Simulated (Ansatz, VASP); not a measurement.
# Bi2Se3 (Bi2Se3 quintuple layer bilayer, AB) in two plane-wave programs, part 2 of 2

One calculation is typed for both programs; each brings its own data sets. How far apart do they land? The structure shown is the start of the Ansatz relaxation below; VASP solves that cell, so the two are compared at the walk's first step.

VASP 6.6.1 and Ansatz 0.2.0.

So far: The starting structure; Ansatz: relaxation, PBEsol with D3(BJ).

## (3) VASP: single point, PBEsol with D3(BJ), start cell

Level of this step: PBEsol with D3(BJ); plane waves and PAW (Se, Bi_d) (VASP).

The same cell, functional, mesh and smearing now go to VASP, with its own data sets.

Lines of VASP's logs that name or quote its potential files are left out, and so is its time.

INCAR

```
SYSTEM = Bi2Se3
PREC = Accurate
ENCUT = 400
EDIFF = 1E-06
NELM = 120
ISMEAR = -1
SIGMA = 0.05
LREAL = .FALSE.
ALGO = Normal
GGA = PS
IVDW = 12
NBANDS = 59
LORBIT = 11
LWAVE = .FALSE.
LCHARG = .FALSE.
ISIF = 2
LDIPOL = .TRUE.
IDIPOL = 3
DIPOL = 0.5 0.5 0.5
LVHAR = .TRUE.
LASPH = .TRUE.
GGA_COMPAT = .FALSE.
EFERMI = MIDGAP
NELMDL = -8
KPAR = 2
```

POSCAR

```
Bi2Se3
1.0
    4.1900000000      0.0000000000      0.0000000000
   -2.0950000000      3.6286460000      0.0000000000
    0.0000000000      0.0000000000     66.0000000000
Se Bi
6 4
Direct
    0.3333334252      0.6666668504      0.3674242424
    0.0000000000      0.0000000000      0.4219696970
    0.6666667126      0.3333334252      0.4765151515
    0.0000000000      0.0000000000      0.5234848485
    0.6666667126      0.3333334252      0.5780303030
    0.3333334252      0.6666668504      0.6325757576
    0.6666667126      0.3333334252      0.3924242424
    0.3333334252      0.6666668504      0.4515151515
    0.3333334252      0.6666668504      0.5484848485
    0.0000000000      0.0000000000      0.6075757576
```

KPOINTS

```
Automatic mesh
0
Gamma
12 12 1
0 0 0
```

PAW data sets: Se and Bi_d (PBE family, release 64).

On the command line:

```bash
mpirun -np 2 vasp_std
```

Numbers of over 12 decimals in the logs are rounded to 6 here.

The program printed:

```text
[banner, memory and clock lines left out]
running    2 mpi-ranks, on    1 nodes
 distrk:  each k-point on    1 cores,    2 groups
 distr:  one band on    1 cores,    1 groups

 POSCAR found type information on POSCAR SeBi
 POSCAR found :  2 types and      10 ions
|                                                                             |
|               ----> ADVICE to this user running VASP <----                  |
|                                                                             |
|     You enforced a specific xc type in the INCAR file but a different       |
|     [... a line on the potential file left out ...]
|     I HOPE YOU KNOW WHAT YOU ARE DOING!                                     |
|                                                                             |

 LDA part: xc-table for (Slater+PW92), standard interpolation
|                                                                             |
|           W    W    AA    RRRRR   N    N  II  N    N   GGGG   !!!           |
|           W    W   A  A   R    R  NN   N  II  NN   N  G    G  !!!           |
|           W    W  A    A  R    R  N N  N  II  N N  N  G       !!!           |
|           W WW W  AAAAAA  RRRRR   N  N N  II  N  N N  G  GGG   !            |
|           WW  WW  A    A  R   R   N   NN  II  N   NN  G    G                |
|           W    W  A    A  R    R  N    N  II  N    N   GGGG   !!!           |
|                                                                             |
|     One of the lattice vectors is very long (>50 A), but AMIN is rather     |
|     large. This can spoil convergence since charge sloshing might occur     |
|     along the long lattice vector. If problems with convergence are         |
|     observed, try to decrease AMIN to a smaller value (e.g. 0.01).          |
|     Note: This warning only applies if the self-consistency cycle is        |
|     used.                                                                   |
|                                                                             |

 POSCAR, INCAR and KPOINTS ok, starting setup
 FFT: planning ... GRIDC
 FFT: planning ... GRID_SOFT
 FFT: planning ... GRID
 WAVECAR not read
 entering main loop
       N       E                     dE             d eps       ncg     rms          rms(c)
DAV:   1     0.795506962966E+03    0.79551E+03   -0.35778E+04  2810   0.104E+03
DAV:   2     0.523633403252E+02   -0.74314E+03   -0.72957E+03  2896   0.291E+02
DAV:   3    -0.411845067431E+02   -0.93548E+02   -0.91960E+02  2724   0.117E+02
DAV:   4    -0.452177042043E+02   -0.40332E+01   -0.39940E+01  2600   0.280E+01
DAV:   5    -0.453945598358E+02   -0.17686E+00   -0.17645E+00  3047   0.506E+00
DAV:   6    -0.453983195018E+02   -0.37597E-02   -0.37581E-02  3181   0.786E-01
DAV:   7    -0.453984320230E+02   -0.11252E-03   -0.11250E-03  3356   0.119E-01
DAV:   8    -0.453984347125E+02   -0.26894E-05   -0.26888E-05  2718   0.186E-02    0.677E+00
DAV:   9    -0.436929854244E+02    0.17054E+01   -0.28923E+00  2637   0.863E+00    0.407E+00
DAV:  10    -0.436928879457E+02    0.97479E-04   -0.87270E-01  2792   0.319E+00    0.198E+00
DAV:  11    -0.437025499551E+02   -0.96620E-02   -0.12058E-01  2712   0.185E+00    0.672E-01
DAV:  12    -0.437034905758E+02   -0.94062E-03   -0.29524E-02  2641   0.170E+00    0.364E-01
DAV:  13    -0.436948463131E+02    0.86443E-02   -0.41033E-03  2648   0.944E-01    0.159E-01
DAV:  14    -0.436953013570E+02   -0.45504E-03   -0.68483E-03  2841   0.414E-01    0.933E-02
[...]
DAV:  19    -0.436956515995E+02   -0.35572E-04   -0.22905E-06  1891   0.564E-03    0.286E-03
DAV:  20    -0.436956753912E+02   -0.23792E-04   -0.43242E-07  1372   0.317E-03    0.205E-03
DAV:  21    -0.436957047984E+02   -0.29407E-04   -0.26022E-07  1537   0.274E-03    0.125E-03
DAV:  22    -0.436957471899E+02   -0.42391E-04   -0.64445E-07  1612   0.222E-03    0.181E-03
DAV:  23    -0.436957588025E+02   -0.11613E-04   -0.34616E-07  1417   0.368E-03    0.123E-03
DAV:  24    -0.436957659521E+02   -0.71496E-05   -0.13485E-07  1508   0.195E-03    0.919E-04
DAV:  25    -0.436957679659E+02   -0.20138E-05   -0.53409E-08  1345   0.102E-03    0.753E-04
DAV:  26    -0.436957686982E+02   -0.73230E-06   -0.35599E-08  1292   0.122E-03
   1 F= -.46752319E+02 E0= -.46752301E+02  d E =-.348713E-04
```

From OUTCAR (step 3):

```text
ion  position               nearest neighbor table
   1  0.333  0.667  0.367-   7 2.93   7 2.93   7 2.93
   2  0.000  0.000  0.422-   7 3.11   8 3.11   8 3.11   7 3.11   7 3.11   8 3.11
   3  0.667  0.333  0.477-   8 2.93   8 2.93   8 2.93
   4  0.000  0.000  0.523-   9 2.93   9 2.93   9 2.93
   5  0.667  0.333  0.578-   9 3.11  10 3.11   9 3.11   9 3.11  10 3.11  10 3.11
   6  0.333  0.667  0.633-  10 2.93  10 2.93  10 2.93
   7  0.667  0.333  0.392-   1 2.93   1 2.93   1 2.93   2 3.11   2 3.11   2 3.11
   8  0.333  0.667  0.452-   3 2.93   3 2.93   3 2.93   2 3.11   2 3.11   2 3.11
   9  0.333  0.667  0.548-   4 2.93   4 2.93   4 2.93   5 3.11   5 3.11   5 3.11
  10  0.000  0.000  0.608-   6 2.93   6 2.93   6 2.93   5 3.11   5 3.11   5 3.11

  LATTYP: Found a hexagonal cell.
 ALAT       =     4.1900000000
 C/A-ratio  =    15.7517899761

 Subroutine GETGRP returns: Found 12 space group operations
 (whereof  6 operations were pure point group operations)

The static configuration has the point symmetry C_3v.
 The point group associated with its full space group is D_3d.

 Found     19 irreducible k-points:

   k-points           NKPTS =     19   k-points in BZ     NKDIM =     19   number of bands    NBANDS=     59

   dimension x,y,z NGX =    28 NGY =   28 NGZ =  432
   dimension x,y,z NGXF=    56 NGYF=   56 NGZF=  864

   ENCUT  =  400.0 eV  29.40 Ry    5.42 a.u.   6.83  6.83107.63*2*pi/ulx,y,z

   NELECT =      96.0000    total number of electrons

 k-points in reciprocal lattice and weights: Automatic mesh
   0.00000000  0.00000000  0.00000000       0.007
   0.08333333 -0.00000000  0.00000000       0.042
   0.16666667  0.00000000  0.00000000       0.042
   0.25000000 -0.00000000  0.00000000       0.042
   0.33333333 -0.00000000  0.00000000       0.042
   0.41666667 -0.00000000  0.00000000       0.042
   0.50000000 -0.00000000  0.00000000       0.021
   0.08333333  0.08333333  0.00000000       0.042
   0.16666667  0.08333333  0.00000000       0.083
[...]
0.33333333  0.25000000  0.00000000       0.083
   0.33333333  0.33333333  0.00000000       0.014

 dipolmoment           0.000000      0.000000     -0.000013 electrons x Angstroem

 average (electrostatic) potential at core
       1 -60.3500       2 -60.3869       3 -60.3890       4 -60.3890       5 -60.3870
       6 -60.3501       7-113.5525       8-113.5482       9-113.5482      10-113.5526

 E-fermi :  -2.6188

 k-point     1 :       0.0000    0.0000    0.0000
  band No.  band energies     occupation
    ...
     44      -3.7116      2.00000
     45      -3.6667      2.00000
     46      -3.6667      2.00000
     47      -3.6199      2.00000
     48      -3.0440      1.99959
     49      -2.3247      0.00556
     50      -2.1461      0.00016
     51      -1.1045      0.00000
     52      -1.1045      0.00000
     53      -1.0427      0.00000
    ...

 k-point     2 :       0.0833   -0.0000    0.0000
  band No.  band energies     occupation
    ...
     44      -3.6879      2.00000
     45      -3.6384      2.00000
     46      -3.3729      2.00000
     47      -3.2427      1.99999
     48      -3.0403      1.99956
     49      -1.8999      0.00000
     50      -1.7924      0.00000
     51      -1.3469      0.00000
     52      -1.2030      0.00000
     53      -1.0056      0.00000
    ...

 k-point     3 :       0.1667    0.0000    0.0000
  band No.  band energies     occupation
    ...
     44      -3.6280      2.00000
     45      -3.5883      2.00000
     46      -3.4628      2.00000
     47      -3.3006      2.00000
     48      -3.1070      1.99988
     49      -1.6432      0.00000
     50      -1.4649      0.00000
     51      -0.9292      0.00000
     52      -0.8003      0.00000
     53      -0.7324      0.00000
    ...

 Edisp (eV)   -3.05655

  Total      -9.98431    -9.98430   -10.47654     0.00000     0.00000     0.00000
  in kB     -15.94138   -15.94138   -16.72731     0.00000     0.00000     0.00000
  external pressure =      -16.20 kB  Pullay stress =        0.00 kB

  energy-cutoff  :      400.00
  volume of cell :     1003.47
      direct lattice vectors                 reciprocal lattice vectors
     4.190000000  0.000000000  0.000000000     0.238663484  0.137792444  0.000000000
    -2.095000000  3.628646000  0.000000000     0.000000000  0.275584888  0.000000000
     0.000000000  0.000000000 66.000000000     0.000000000  0.000000000  0.015151515

 POSITION                                       TOTAL-FORCE (eV/Angst)
 -----------------------------------------------------------------------------------
      0.00000      2.41910     24.25000         0.000000     -0.000000      0.872537
      0.00000      0.00000     27.85000         0.000000     -0.000000      0.017222
      2.09500      1.20955     31.45000         0.000000     -0.000000     -0.675795
      0.00000      0.00000     34.55000         0.000000      0.000000      0.675795
      2.09500      1.20955     38.15000         0.000000      0.000000     -0.017222
      0.00000      2.41910     41.75000        -0.000000     -0.000000     -0.872537
      2.09500      1.20955     25.90000         0.000000      0.000000     -0.421424
      0.00000      2.41910     29.80000        -0.000000     -0.000000      0.460383
      0.00000      2.41910     36.20000         0.000000     -0.000000     -0.460383
      0.00000      0.00000     40.10000        -0.000000     -0.000000      0.421424
 -----------------------------------------------------------------------------------
    total drift:                               -0.000000     -0.002423     -0.000992

  FREE ENERGIE OF THE ION-ELECTRON SYSTEM (eV)
  ---------------------------------------------------
  free  energy   TOTEN  =       -46.7523186485 eV

  energy  without entropy=      -46.7522837772  energy(sigma->0) =      -46.75230121

 vacuum level on the upper side and lower side of the slab         2.902         2.902

 total charge
# of ion       s       p       d       tot
------------------------------------------
    1        1.487   2.234   0.016   3.736
    2        1.473   2.293   0.019   3.785
    3        1.490   2.225   0.017   3.731
    4        1.490   2.225   0.017   3.731
    5        1.473   2.293   0.019   3.785
    6        1.487   2.234   0.016   3.736
    7        1.609   1.032   9.952  12.594
    8        1.609   1.035   9.952  12.596
    9        1.609   1.035   9.952  12.596
   10        1.609   1.032   9.952  12.594
--------------------------------------------------
tot         15.336  17.637  39.911  72.884

[... 3 further parts left out ...]
```

## (4) Comparison

Known differences besides the potentials themselves: Ansatz cuts the interaction across the vacuum, VASP repeats the sheet with a dipole correction; the data sets hold 156 valence electrons in Ansatz (on its default PAW (the set named soft_2) files) and 96 in VASP; the cutoff is 420 eV in Ansatz and 400 eV in VASP; Ansatz makes its cores anew for this functional, VASP keeps those of its PBE data sets. Total energies have different zeros and are not compared.

Forces (eV/Å; atoms numbered as in POSCAR):

| atom | Ansatz x, y, z | VASP x, y, z |
| --- | --- | --- |
| Se1 | 0.000, 0.000, 0.885 | 0.000, 0.000, 0.873 |
| Se2 | 0.000, 0.000, 0.017 | 0.000, 0.000, 0.017 |
| Se3 | 0.000, 0.000, -0.689 | 0.000, 0.000, -0.676 |
| Se4 | 0.000, 0.000, 0.689 | 0.000, 0.000, 0.676 |
| Se5 | 0.000, 0.000, -0.017 | 0.000, 0.000, -0.017 |
| Se6 | 0.000, 0.000, -0.885 | 0.000, 0.000, -0.873 |
| Bi7 | 0.000, 0.000, -0.428 | 0.000, 0.000, -0.421 |
| Bi8 | 0.000, 0.000, 0.469 | 0.000, 0.000, 0.460 |
| Bi9 | 0.000, 0.000, -0.469 | 0.000, 0.000, -0.460 |
| Bi10 | 0.000, 0.000, 0.428 | 0.000, 0.000, 0.421 |

The forces differ by 5.5 meV/Å r.m.s., which is 1.7 % of the r.m.s. force of 0.327 eV/Å (both taken over all components). With vacuum in the cell, a pressure given here is an average over mostly empty space and none of the material.

## (5) What came out

```json
{"r.m.s. force difference (single point, PBEsol with D3(BJ), start cell)": "1.7 % of the r.m.s. force"}
```

**Reading.** The r.m.s. force difference is 1.7 % of the r.m.s. force (single point, PBEsol with D3(BJ), start cell), within the 3 % picked in this series as the mark of a large difference. The data sets hold unlike numbers of valence electrons (156 in Ansatz and 96 in VASP), so part of the differences comes from the potentials. 1 further run of this series is not shown here. Such differences can come from data sets, numerical settings and the points named under the comparisons, not from the functional's error against experiment.

[Lines on the potential files, build, host, timing and source positions are cut from VASP's logs without a mark.]

[Logs are printed without paths, hosts, clocks, repeated set-up lines and the standing remarks that a program may print on its own settings, such as how far it seeks lower states.]

[Hosts, paths, dates, database ids (printed as entryN), source tags and the programs' standing remarks are cut or masked in the printed files.]
